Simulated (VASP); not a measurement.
Output of a VASP run:

File OSZICAR:
```
       N       E                     dE             d eps       ncg     rms          rms(c)
DAV:   1     0.322259072437E+03    0.32226E+03   -0.25253E+04  1218   0.151E+03
DAV:   2    -0.594810242982E+02   -0.38174E+03   -0.37343E+03  1626   0.341E+02
DAV:   3    -0.826296215201E+02   -0.23149E+02   -0.23073E+02  1418   0.946E+01
DAV:   4    -0.829597024831E+02   -0.33008E+00   -0.32965E+00  1452   0.122E+01
DAV:   5    -0.829657002258E+02   -0.59977E-02   -0.59960E-02  1398   0.161E+00    0.249E+01
DAV:   6    -0.740581368367E+02    0.89076E+01   -0.39814E+01  1383   0.349E+01    0.118E+01
DAV:   7    -0.739830741892E+02    0.75063E-01   -0.88986E-01  1499   0.517E+00    0.453E+00
DAV:   8    -0.739520800729E+02    0.30994E-01   -0.46008E-02  1413   0.181E+00    0.145E+00
DAV:   9    -0.739588558261E+02   -0.67758E-02   -0.17245E-02  1408   0.107E+00    0.363E-01
DAV:  10    -0.739615469919E+02   -0.26912E-02   -0.53240E-03  1418   0.401E-01    0.103E-01
DAV:  11    -0.739614425960E+02    0.10440E-03   -0.17644E-03  1423   0.249E-01    0.281E-02
DAV:  12    -0.739614495477E+02   -0.69517E-05   -0.67121E-05  1418   0.521E-02    0.190E-02
DAV:  13    -0.739614540134E+02   -0.44658E-05   -0.19222E-05  1418   0.242E-02    0.391E-03
DAV:  14    -0.739614542931E+02   -0.27973E-06   -0.62818E-07  1290   0.500E-03    0.105E-03
DAV:  15    -0.739614542892E+02    0.39054E-08   -0.74144E-08   919   0.167E-03
   1 F= -.73961454E+02 E0= -.73961454E+02  d E =0.000000E+00
```

**OUTCAR**
```
------------------------ aborting loop because EDIFF is reached ----------------------------------------
  FORCE on cell =-STRESS in cart. coord.  units (eV):
  Direction    XX          YY          ZZ          XY          YZ          ZX
  --------------------------------------------------------------------------------------
  Total       -0.0461057     -0.0461057     -0.0608588      0.0000000      0.0000000      0.0000000
  in kB       -0.5917705     -0.5917707     -0.7811282      0.0000000      0.0000000      0.0000000
  external PRESSURE =      -0.6548898 kB  Pullay stress =       0.0000000 kB
  volume of cell :      124.83
      direct lattice vectors                 reciprocal lattice vectors
     5.087725772  0.000000000  0.000000000     0.196551474  0.113479034  0.000000000
    -2.543862886  4.406100263  0.000000000     0.000000000  0.226958067  0.000000000
     0.000000000  0.000000000  5.568440370     0.000000000  0.000000000  0.179583498
 POSITION                                       TOTAL-FORCE (eV/Angst)
 -----------------------------------------------------------------------------------
     -1.27193      2.20305      3.71230        -0.000000     -0.000000     -0.000000
      2.54386      0.00000      0.00000        -0.000000     -0.000000     -0.000000
      1.27193      2.20305      1.85614        -0.000000     -0.000000     -0.000000
      2.54386      2.57099      2.78422        -0.000000      0.013871     -0.000000
     -0.95461      3.48855      4.64037        -0.012013      0.006935      0.000000
      1.58925      0.91755      0.92808        -0.012013     -0.006935      0.000000
     -0.00000      1.83511      2.78422        -0.000000     -0.013871     -0.000000
      3.49848      0.91755      4.64037         0.012013     -0.006935      0.000000
      0.95461      3.48855      0.92808         0.012013      0.006935      0.000000
 -----------------------------------------------------------------------------------
    total drift:                               -0.000000      0.000000      0.006950
  FREE ENERGIE OF THE ION-ELECTRON SYSTEM (eV)
  ---------------------------------------------------
  free  energy   TOTEN  =       -73.9614542892 eV

  energy  without entropy=      -73.9614542892  energy(sigma->0) =      -73.96145429

 total charge

# of ion       s       p       d       tot
------------------------------------------
    1        0.640   0.998   0.000   1.638
    2        0.640   0.998   0.000   1.638
    3        0.640   0.998   0.000   1.638
    4        1.542   3.689   0.000   5.231
    5        1.542   3.689   0.000   5.231
    6        1.542   3.689   0.000   5.231
    7        1.542   3.689   0.000   5.231
    8        1.542   3.689   0.000   5.231
    9        1.542   3.689   0.000   5.231
--------------------------------------------------
tot         11.171  25.129   0.000  36.299

 Electric field gradients after diagonalization (V/A^2)
 (convention: |V_zz| > |V_xx| > |V_yy|)
----------------------------------------------------------------------
 ion       V_xx      V_yy      V_zz     asymmetry (V_yy - V_xx)/ V_zz
----------------------------------------------------------------------
   1      -6.564    -1.543     8.107       0.619
   2      -6.564    -1.543     8.107       0.619
   3      -6.563    -1.543     8.106       0.619
   4     -49.887   -43.116    93.003       0.073
   5     -49.887   -43.115    93.003       0.073
   6     -49.887   -43.116    93.003       0.073
   7     -49.887   -43.116    93.003       0.073
   8     -49.887   -43.115    93.003       0.073
   9     -49.887   -43.116    93.003       0.073
```
(Selected blocks of OUTCAR.)

### POSCAR
```
SiO2
1
    5.0877257720     0.0000000000     0.0000000000
   -2.5438628860     4.4061002629     0.0000000000
    0.0000000000     0.0000000000     5.5684403698
Si O
3 6
Direct
  0.0000000000   0.5000000000   0.6666670000
  0.5000000000   0.0000000000   0.0000000000
  0.5000000000   0.5000000000   0.3333330000
  0.7917537415   0.5835074830   0.5000000000
  0.2082462585   0.7917537415   0.8333330000
  0.4164925170   0.2082462585   0.1666670000
  0.2082462585   0.4164925170   0.5000000000
  0.7917537415   0.2082462585   0.8333330000
  0.5835074830   0.7917537415   0.1666670000
```

Q: Reconstruct the remaining input files.

A: Several could match; the one computed here: the input of the run itself, PBEsol GGA, plane waves, VASP's PBE PAW potentials (set 64).

**INCAR**
```
! general
SYSTEM=SiO2
PREC  =Accurate
ENCUT =520
LREAL =.False.
LASPH =.True.   ! aspherical one-centre terms

! electronic loop
EDIFF =1E-7
NELM  =100   ! most electronic steps
ALGO  =Normal   ! blocked Davidson

! smearing
ISMEAR=-5

! functional
GGA   =PS

! ions
ISIF  =2

! output
LWAVE =.False.
LCHARG=.True.
LORBIT=11   ! lm-projected
NEDOS =601   ! DOS grid

! other
LEFG  =.True.
```

### KPOINTS
```
Automatic mesh
0
Gamma
 6 6 5
```

POTCAR, in this order: Si O (PBE.64 set). Program: vasp_std.

The structure comes from a computed database's SiO2 entry (P6_222); how it stands against other phases isn't given here. It was relaxed first.
